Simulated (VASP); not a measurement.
Output of a VASP run:

**OSZICAR**
```
       N       E                     dE             d eps       ncg     rms          rms(c)
DAV:   1     0.583221721273E+03    0.58322E+03   -0.25424E+04  1256   0.145E+03
DAV:   2    -0.239630095905E+02   -0.60718E+03   -0.58430E+03  1222   0.473E+02
DAV:   3    -0.598322170885E+02   -0.35869E+02   -0.34234E+02  1372   0.127E+02
DAV:   4    -0.609904106673E+02   -0.11582E+01   -0.11376E+01  1418   0.208E+01
DAV:   5    -0.610260993946E+02   -0.35689E-01   -0.35677E-01  1596   0.348E+00    0.428E+01
DAV:   6    -0.557486370416E+02    0.52775E+01   -0.84073E+01  1542   0.648E+01    0.128E+01
DAV:   7    -0.557011767218E+02    0.47460E-01   -0.10290E+01  1450   0.297E+01    0.953E+00
DAV:   8    -0.553916276145E+02    0.30955E+00   -0.32985E+00  1522   0.208E+01    0.601E+00
DAV:   9    -0.552403910750E+02    0.15124E+00   -0.45446E-01  1514   0.720E+00    0.249E+00
DAV:  10    -0.552061795231E+02    0.34212E-01   -0.11951E-01  1338   0.290E+00    0.806E-01
DAV:  11    -0.552057248267E+02    0.45470E-03   -0.68269E-03  1540   0.641E-01    0.350E-01
DAV:  12    -0.552057582701E+02   -0.33443E-04   -0.20408E-03  1482   0.353E-01    0.149E-01
DAV:  13    -0.552058332031E+02   -0.74933E-04   -0.25036E-04  1636   0.131E-01    0.843E-02
DAV:  14    -0.552059191654E+02   -0.85962E-04   -0.25753E-04  1720   0.120E-01    0.524E-02
DAV:  15    -0.552059570200E+02   -0.37855E-04   -0.13108E-04  1522   0.781E-02    0.412E-02
DAV:  16    -0.552059836672E+02   -0.26647E-04   -0.10542E-04  1526   0.859E-02    0.219E-02
DAV:  17    -0.552059951652E+02   -0.11498E-04   -0.57236E-05  1522   0.547E-02    0.136E-02
DAV:  18    -0.552059996317E+02   -0.44666E-05   -0.15224E-05  1456   0.256E-02    0.760E-03
DAV:  19    -0.552060023542E+02   -0.27224E-05   -0.19227E-05  1518   0.349E-02    0.356E-03
DAV:  20    -0.552060027362E+02   -0.38203E-06   -0.16782E-06   792   0.102E-02
   1 F= -.55206003E+02 E0= -.55202334E+02  d E =-.733732E-02  mag=     2.3326
```

File OUTCAR:
```
------------------------ aborting loop because EDIFF is reached ----------------------------------------
  FORCE on cell =-STRESS in cart. coord.  units (eV):
  Direction    XX          YY          ZZ          XY          YZ          ZX
  --------------------------------------------------------------------------------------
  Total        1.5967157      1.5967164     -3.5359660      0.0000000      0.0000000     -0.0000000
  in kB       45.8019945     45.8020148   -101.4296348      0.0000000      0.0000000     -0.0000000
  external PRESSURE =      -3.2752085 kB  Pullay stress =       0.0000000 kB
  volume of cell :       55.85
      direct lattice vectors                 reciprocal lattice vectors
     3.747686000  0.000000000  0.000000000     0.266831319  0.154055100  0.000000000
    -1.873843000  3.245592000  0.000000000     0.000000000  0.308110200  0.000000000
     0.000000000  0.000000000  4.591945000     0.000000000  0.000000000  0.217772643
 POSITION                                       TOTAL-FORCE (eV/Angst)
 -----------------------------------------------------------------------------------
     -0.00000      2.16373      1.14799         0.000000     -0.000000      0.000000
      1.87384      1.08186      3.44396         0.000000      0.000000      0.000000
      0.00000      0.00000      0.00000         0.000000      0.000000      0.000000
      0.00000      0.00000      2.29597         0.000000      0.000000      0.000000
     -0.00000      2.16373      3.44396        -0.000000      0.000000      0.000000
      1.87384      1.08186      1.14799        -0.000000      0.000000      0.000000
 -----------------------------------------------------------------------------------
    total drift:                               -0.000418      0.000241      0.000018
  FREE ENERGIE OF THE ION-ELECTRON SYSTEM (eV)
  ---------------------------------------------------
  free  energy   TOTEN  =       -55.2060027362 eV

  energy  without entropy=      -55.1986654166  energy(sigma->0) =      -55.20233408

 total charge

# of ion       s       p       d       tot
------------------------------------------
    1        0.679   1.113   0.000   1.791
    2        0.679   1.113   0.000   1.791
    3        0.410   6.429   4.401  11.241
    4        0.410   6.429   4.401  11.241
    5        0.381   6.437   4.406  11.224
    6        0.381   6.437   4.406  11.224
--------------------------------------------------
tot          2.940  27.958  17.614  48.512

 magnetization (x)

# of ion       s       p       d       tot
------------------------------------------
    1       -0.008  -0.012   0.000  -0.020
    2       -0.008  -0.012   0.000  -0.020
    3       -0.005   0.014  -0.073  -0.064
    4       -0.005   0.014  -0.073  -0.064
    5        0.013   0.017   1.181   1.211
    6        0.013   0.017   1.181   1.211
--------------------------------------------------
tot         -0.001   0.040   2.216   2.255
```
(Selected blocks of OUTCAR.)

**POSCAR**
```
Cr2B
1
    3.7476860000     0.0000000000     0.0000000000
   -1.8738430000     3.2455920000     0.0000000000
    0.0000000000     0.0000000000     4.5919450000
B Cr
2 4
Direct
  0.3333330000   0.6666670000   0.2500000000
  0.6666670000   0.3333330000   0.7500000000
  0.0000000000   0.0000000000   0.0000000000
  0.0000000000   0.0000000000   0.5000000000
  0.3333330000   0.6666670000   0.7500000000
  0.6666670000   0.3333330000   0.2500000000
```

Problem. Reconstruct the remaining input files.

Solution. This is not unique; one that fits is the input of the run itself, PBEsol GGA, plane waves, VASP's PBE PAW potentials (set 64).

**KPOINTS**
```
Regular mesh
0
G
 4 4 3
0 0 0
```

### INCAR
```
! general
SYSTEM  = Cr2B
PREC    = Accurate
ENCUT   = 400   ! plane-wave cut-off (eV)
LREAL   = F   ! projection in real space or not
LASPH   = T

! electronic loop
EDIFF   = 1E-6   ! SCF stop (eV)
NELM    = 100
ALGO    = Normal
LMAXMIX = 4

! smearing
ISMEAR  = 0   ! Gaussian
SIGMA   = 0.05   ! width (eV)

! functional
GGA     = PS   ! PBEsol

! spin
ISPIN   = 2
MAGMOM  = 2*0.0 4*3.0

! ions
ISIF    = 2   ! forces and stress, cell fixed

! output
LWAVE   = F
LCHARG  = F
LORBIT  = 11
```

POTCAR, in this order: B Cr_pv (PBE.64 set). Program: vasp_std.

At this cut-off the stress carries a Pulay error, which pulls relaxed volumes low. The moments were started parallel, and other spin orders were not tried in this run.

The structure was generated: Cr2B was put into an ordered model structure (P6_3/mmc), which need not be its known phase. The cell was not relaxed at this level. The k-mesh is coarse (spacing up to 0.48 per Å, 2π included), so the numbers may not be converged in it. The run is one of a series of settings (GGA = PS against the base run), some of them coarse on purpose.
